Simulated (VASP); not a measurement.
Output of a VASP run:

File OUTCAR:
```
 ion  position               nearest neighbor table
   1  0.333  0.667  0.250-   2 2.84   2 2.84   2 2.84   2 2.84   2 2.84   2 2.84
   2  0.667  0.333  0.750-   1 2.84   1 2.84   1 2.84   1 2.84   1 2.84   1 2.84
  LATTYP: Found a hexagonal cell.
 ALAT       =     2.8991880549
 C/A-ratio  =     1.5848157107
 Subroutine PRICEL returns:
 Original cell was already a primitive cell.
 Subroutine GETGRP returns: Found 24 space group operations
The static configuration has the point symmetry D_3d.
 The point group associated with its full space group is D_6h.
The dynamic configuration has the point symmetry D_3d.
 Subroutine INISYM returns: Found 24 space group operations
 Subroutine IBZKPT returns following result:
 Found     84 irreducible k-points:

 Following reciprocal coordinates:
            Coordinates               Weight
  0.000000  0.000000  0.000000      1.000000
  0.076923  0.000000  0.000000      6.000000
  0.153846  0.000000  0.000000      6.000000
  0.230769  0.000000  0.000000      6.000000
  0.307692  0.000000  0.000000      6.000000
  0.384615  0.000000  0.000000      6.000000
  0.461538  0.000000  0.000000      6.000000
  0.076923  0.076923  0.000000      6.000000
  0.153846  0.076923  0.000000     12.000000
  0.230769  0.076923  0.000000     12.000000
  0.307692  0.076923  0.000000     12.000000
  0.384615  0.076923  0.000000     12.000000
  0.461538  0.076923  0.000000      6.000000
  0.153846  0.153846  0.000000      6.000000
  0.230769  0.153846  0.000000     12.000000
  0.307692  0.153846  0.000000     12.000000
  0.384615  0.153846  0.000000     12.000000
  0.230769  0.230769  0.000000      6.000000
  0.307692  0.230769  0.000000     12.000000
  0.384615  0.230769  0.000000      6.000000
  0.307692  0.307692  0.000000      6.000000
  0.000000  0.000000  0.142857      2.000000
  0.076923  0.000000  0.142857     12.000000
  0.153846  0.000000  0.142857     12.000000
  0.230769  0.000000  0.142857     12.000000
  0.307692  0.000000  0.142857     12.000000
  0.384615  0.000000  0.142857     12.000000
  0.461538  0.000000  0.142857     12.000000
  0.076923  0.076923  0.142857     12.000000
  0.153846  0.076923  0.142857     24.000000
  0.230769  0.076923  0.142857     24.000000
  0.307692  0.076923  0.142857     24.000000
  0.384615  0.076923  0.142857     24.000000
  0.461538  0.076923  0.142857     12.000000
  0.153846  0.153846  0.142857     12.000000
  0.230769  0.153846  0.142857     24.000000
  0.307692  0.153846  0.142857     24.000000
  0.384615  0.153846  0.142857     24.000000
  0.230769  0.230769  0.142857     12.000000
  0.307692  0.230769  0.142857     24.000000
   k-points           NKPTS =     84   k-points in BZ     NKDIM =     84   number of bands    NBANDS=     16
   number of dos      NEDOS =    301   number of ions     NIONS =      2
   total plane-waves  NPLWV =  20736
   dimension x,y,z NGX =    24 NGY =   24 NGZ =   36
   dimension x,y,z NGXF=    48 NGYF=   48 NGZF=   72
   ions per type =               2
   PREC   = accura    normal or accurate (medium, high low for compatibility)
   ISTART =      0    job   : 0-new  1-cont  2-samecut
   ICHARG =      2    charge: 1-file 2-atom 10-const
   ISPIN  =      1    spin polarized calculation?
   LNONCOLLINEAR =      F non collinear calculations
   LSORBIT =      F    spin-orbit coupling
   INIWAV =      1    electr: 0-lowe 1-rand  2-diag
   ENCUT  =  520.0 eV  38.22 Ry    6.18 a.u.   5.39  5.39  8.54*2*pi/ulx,y,z
   NELM   =    100;   NELMIN=  2; NELMDL= -5     # of ELM steps
   EDIFF  = 0.1E-05   stopping-criterion for ELM
   LREAL  =      F    real-space projection
   NLSPLINE    = F    spline interpolate recip. space projectors
   LMAXMIX     =    4 max onsite mixed and CHGCAR
   VOSKOWN=      0    Vosko Wilk Nusair interpolation
   EDIFFG = -.1E-01   stopping-criterion for IOM
   NSW    =     60    number of steps for IOM
...
```

**OSZICAR**
```
       N       E                     dE             d eps       ncg     rms          rms(c)
DAV:   1     0.249604187708E+03    0.24960E+03   -0.13601E+04  2688   0.188E+03
DAV:   2     0.999498290514E+01   -0.23961E+03   -0.23812E+03  2760   0.496E+02
DAV:   3    -0.173467060564E+02   -0.27342E+02   -0.27135E+02  5336   0.136E+02
DAV:   4    -0.183913919521E+02   -0.10447E+01   -0.10447E+01  2712   0.286E+01
DAV:   5    -0.184503357314E+02   -0.58944E-01   -0.58944E-01  4504   0.461E+00    0.128E+01
DAV:   6    -0.162253506548E+02    0.22250E+01   -0.80712E+00  3176   0.337E+01    0.315E+00
DAV:   7    -0.161985407711E+02    0.26810E-01   -0.93044E-01  4024   0.826E+00    0.206E+00
DAV:   8    -0.162267246584E+02   -0.28184E-01   -0.23837E-01  3184   0.655E+00    0.728E-01
DAV:   9    -0.162173496693E+02    0.93750E-02   -0.57944E-02  3256   0.277E+00    0.739E-02
DAV:  10    -0.162176236161E+02   -0.27395E-03   -0.25594E-03  4256   0.411E-01    0.986E-02
DAV:  11    -0.162177046496E+02   -0.81033E-04   -0.28084E-04  3048   0.145E-01    0.264E-02
DAV:  12    -0.162176993324E+02    0.53172E-05   -0.40489E-05  3848   0.556E-02    0.123E-02
DAV:  13    -0.162176998497E+02   -0.51733E-06   -0.16770E-06  2504   0.136E-02
   1 F= -.16217700E+02 E0= -.16217559E+02  d E =-.162177E+02
```

### OUTCAR
```
------------------------ aborting loop because EDIFF is reached ----------------------------------------
  FORCE on cell =-STRESS in cart. coord.  units (eV):
  Direction    XX          YY          ZZ          XY          YZ          ZX
  --------------------------------------------------------------------------------------
  Total       -0.0136413     -0.0136413      0.0116987      0.0000000     -0.0000000      0.0000000
  in kB       -0.6534724     -0.6534724      0.5604148      0.0000000     -0.0000000      0.0000000
  external PRESSURE =      -0.2488433 kB  Pullay stress =       0.0000000 kB
  volume of cell :       33.45
      direct lattice vectors                 reciprocal lattice vectors
     1.449594003 -2.510770520  0.000000000     0.344924164 -0.199142055  0.000000000
     1.449594003  2.510770520  0.000000000     0.344924164  0.199142055  0.000000000
     0.000000000  0.000000000  4.594678778     0.000000000  0.000000000  0.217643071
 POSITION                                       TOTAL-FORCE (eV/Angst)
 -----------------------------------------------------------------------------------
      1.44959      0.83693      1.14867        -0.000000      0.000000      0.000000
      1.44959     -0.83693      3.44601         0.000000     -0.000000      0.000000
 -----------------------------------------------------------------------------------
    total drift:                               -0.000000      0.001051     -0.000020
  FREE ENERGIE OF THE ION-ELECTRON SYSTEM (eV)
  ---------------------------------------------------
  free  energy   TOTEN  =       -16.2176998497 eV

  energy  without entropy=      -16.2172768148  energy(sigma->0) =      -16.21755884

 reached required accuracy - stopping structural energy minimisation
```
(Selected blocks of OUTCAR.)

### POSCAR
```
Ti
1
    1.4495940033    -2.5107705198    -0.0000000000
    1.4495940033     2.5107705198     0.0000000000
   -0.0000000000     0.0000000000     4.5946787775
Ti
2
Direct
  0.3333330000   0.6666670000   0.2500000000
  0.6666670000   0.3333330000   0.7500000000
```

Question: Reconstruct the remaining input files.

Answer: This is not unique; one that fits is the input of the run itself, AM05 GGA, plane waves, VASP's PBE PAW potentials (set 64).

### KPOINTS
```
Automatic
0
G
  13 13 7
```

### INCAR
```
ALGO = Normal
EDIFF = 1E-6
EDIFFG = -0.01
ENCUT = 520
GGA = AM
IBRION = 2
ISIF = 3
ISMEAR = 1
LASPH = .TRUE.
LCHARG = .FALSE.
LMAXMIX = 4
LREAL = .FALSE.
LWAVE = .FALSE.
NELM = 100
NSW = 60
PREC = Accurate
SIGMA = 0.1
SYSTEM = Ti
```

POTCAR, in this order: Ti_sv (PBE.64 set). Program: vasp_std.

The compound is Ti in the hcp structure. It was relaxed first, which changed the volume by -5 %. The start is the result of an earlier pass.
